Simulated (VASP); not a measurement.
Computed with PBE GGA, VASP's PBE PAW potentials (set 64) (plane waves; VASP).

A VASP calculation is set up with these files.

File POSCAR:
```
Al3InAs4
1
    5.8399177896     0.0000000000    -0.0000000000
    0.0000000000     5.8399177896     0.0000000000
   -0.0000000000     0.0000000000     5.8399177896
In As Al
1 4 3
Direct
  1.0000000000   0.0000000000   0.0000000000
  0.2605190864   0.2605190864   0.2605190864
  0.7394809136   0.7394809136   0.2605190864
  0.7394809136   0.2605190864   0.7394809136
  0.2605190864   0.7394809136   0.7394809136
  0.5000000000   0.5000000000   0.0000000000
  0.5000000000   0.0000000000   0.5000000000
  1.0000000000   0.5000000000   0.5000000000
```

### INCAR
```
ALGO = Normal
EDIFF = 1E-6
ENCUT = 400
GGA = PE
ICHARG = 11
ISMEAR = 0
LASPH = .TRUE.
LCHARG = .FALSE.
LMAXMIX = 4
LREAL = .FALSE.
LWAVE = .FALSE.
NELM = 100
PREC = Accurate
SIGMA = 0.05
SYSTEM = Al3InAs4
```

**KPOINTS**
```
k-points along high-symmetry lines
15
Line-mode
Reciprocal
  0.000000   0.000000   0.000000 ! GAMMA
  0.000000   0.500000   0.000000 ! X

  0.000000   0.500000   0.000000 ! X
  0.500000   0.500000   0.000000 ! M

  0.500000   0.500000   0.000000 ! M
  0.000000   0.000000   0.000000 ! GAMMA

  0.000000   0.000000   0.000000 ! GAMMA
  0.500000   0.500000   0.500000 ! R

  0.500000   0.500000   0.500000 ! R
  0.000000   0.500000   0.000000 ! X

  0.500000   0.500000   0.500000 ! R
  0.500000   0.500000   0.000000 ! M
```

POTCAR, in this order: In_d As Al (PBE.64 set). Program: vasp_std. Read from the step before: CHGCAR.

Output

OSZICAR:
```
       N       E                     dE             d eps       ncg     rms          rms(c)
DAV:   1     0.219019780040E+03    0.21902E+03   -0.14405E+04  4680   0.116E+03
DAV:   2    -0.117991101573E+02   -0.23082E+03   -0.22542E+03  5562   0.266E+02
DAV:   3    -0.335517422376E+02   -0.21753E+02   -0.21306E+02  6006   0.852E+01
DAV:   4    -0.342259337259E+02   -0.67419E+00   -0.67179E+00  5788   0.179E+01
DAV:   5    -0.342556734527E+02   -0.29740E-01   -0.29723E-01  7304   0.339E+00
DAV:   6    -0.342561567794E+02   -0.48333E-03   -0.48326E-03  6120   0.393E-01
DAV:   7    -0.342561749304E+02   -0.18151E-04   -0.18151E-04  7282   0.872E-02
DAV:   8    -0.342561751980E+02   -0.26752E-06   -0.26758E-06  5446   0.946E-03
   1 F= -.34256175E+02 E0= -.34256175E+02  d E =-.127367E-14
```

**OUTCAR**
```
 val. band max:        3.6873411383   @ k =   0.0000   0.0000   0.0000

 cond. band min:       4.8326159062   @ k =   0.0000   0.0000   0.0000



 k-point     1 :       0.0000    0.0000    0.0000
  band No.  band energies     occupation
      1     -10.3068      2.00000
      2     -10.3068      2.00000
      3     -10.3068      2.00000
      4     -10.1869      2.00000
      5     -10.1869      2.00000
      6      -7.9165      2.00000
      7      -6.0713      2.00000
      8      -6.0713      2.00000
      9      -6.0713      2.00000
     10      -1.7121      2.00000
     11      -1.6519      2.00000
     12      -1.6519      2.00000
     13       1.5226      2.00000
     14       1.5226      2.00000
     15       1.5226      2.00000
     16       1.6519      2.00000
     17       1.6519      2.00000
     18       1.6519      2.00000
     19       3.6873      2.00000
     20       3.6873      2.00000
     21       3.6873      2.00000
     22       4.8326      0.00000
     23       5.3174      0.00000
     24       5.3174      0.00000
     25       5.3175      0.00000
     26       5.3680      0.00000

 k-point     2 :       0.0000    0.0357    0.0000
  band No.  band energies     occupation
      1     -10.3068      2.00000
      2     -10.3068      2.00000
      3     -10.3068      2.00000
      4     -10.1868      2.00000
      5     -10.1868      2.00000
      6      -7.9125      2.00000
      7      -6.0808      2.00000
      8      -6.0709      2.00000
      9      -6.0709      2.00000
     10      -1.7057      2.00000
     11      -1.6497      2.00000
     12      -1.6409      2.00000
     13       1.5128      2.00000
     14       1.5187      2.00000
     15       1.5187      2.00000
     16       1.6370      2.00000
     17       1.6506      2.00000
     18       1.6506      2.00000
     19       3.6197      2.00000
     20       3.6782      2.00000
     21       3.6782      2.00000
     22       4.8945      0.00000
     23       5.3294      0.00000
...
```

The density is held fixed in this step, so its total energy and stress have no physical meaning. Unless said otherwise, spin-orbit coupling is left out, though it shifts the bands of the heavy elements here.

The structure was generated: Al3InAs4 was put into an ordered model structure (P-43m), which need not be its known phase. It was relaxed first.
